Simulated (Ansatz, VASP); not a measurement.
One calculation of Li2ICl, two programs

POSCAR

```
Li2ICl
1.0
    4.0194868686     -0.0261266646      0.0000000000
   -0.0261266646      4.0194868686      0.0000000000
    0.0000000000      0.0000000000      5.5745160128
Cl Li I
1 2 1
Direct
    0.0000000000      0.0000000000      0.0000000000
    0.0000000000      0.0000000000      0.5000000000
    0.5000000000      0.5000000000      0.0000000000
    0.5000000000      0.5000000000      0.5000000000
```

Contents of INCAR.step1:

```
  PREC = Accurate
  ENCUT = 520
  ISMEAR = 0
  SIGMA = 0.01
  LREAL = F
  LASPH = T
  NELM = 100
  NBANDS = 18
  GGA = PE
  ALGO = Normal
  EDIFF = 1E-4
  LWAVE = T
  LCHARG = F
```

Contents of INCAR.step2:

```
  PREC = Accurate
  ENCUT = 520
  EDIFF = 1E-6
  ISMEAR = 0
  SIGMA = 0.01
  LREAL = F
  LASPH = T
  NELM = 100
  ALGO = Normal
  ISIF = 2
  LWAVE = F
  LCHARG = F
  METAGGA = R2SCAN
  LMIXTAU = T
  NBANDS = 18
  ISTART = 1
```

KPOINTS

```
regular mesh
0
Gamma
  6 6 6
```

Input for Ansatz:

```yaml
crystal:
  lattice:
    - [4.0194868686, -0.0261266646, 0.0]
    - [-0.0261266646, 4.0194868686, 0.0]
    - [0.0, 0.0, 5.5745160128]
  atoms:
    - { symbol: Cl, position: [0.0, 0.0, 0.0] }
    - { symbol: Li, position: [0.0, 0.0, 0.5] }
    - { symbol: I, position: [0.5, 0.5, 0.5] }
    - { symbol: Li, position: [0.5, 0.5, 0.0] }
kpoints:
  mp_grid: { grid: [6, 6, 6] }
  band_path:
    path:
      - [0.0, 0.0, 0.0]
      - [0.0, 0.5, 0.0]
      - [0.5, 0.5, 0.0]
      - [0.0, 0.0, 0.5]
      - [0.0, 0.5, 0.5]
      - [0.5, 0.5, 0.5]
    npoints: 1
hamiltonian:
  xc: r2scan
scf:
  occupations: { method: fixed }
  n_extra_bands: 5
output:
  forces: true
  stress: true
  eigenvalues: true
```

Change from the starting cell: shear_xy strain -1.3%.

Alike in both runs: task single point; functional r2SCAN; k mesh 6 × 6 × 6; no spin polarisation.

|  | VASP | Ansatz |
| --- | --- | --- |
| version | VASP 6.6.1 | Ansatz 0.2.0 |
| potentials or method | VASP PAW PBE potentials, release 64 (Cl, Li_sv, I) | plane waves, PAW |
| plane-wave cutoff (eV) | 520 | 500 |
| occupations | gaussian, width 0.01 eV | fixed |
| valence electrons in the cell | 20 | 30 |

|  | VASP | Ansatz | Ansatz less VASP |
| --- | --- | --- | --- |
| gap on the k mesh at the Fermi level (eV) | 5.25 | 5.29 | +0.035 |

The two sets of potentials don't hold the same shells in valence.

Caveats: spin-orbit coupling is left out, which moves the levels of the heavy elements. A k mesh can miss the band edges.
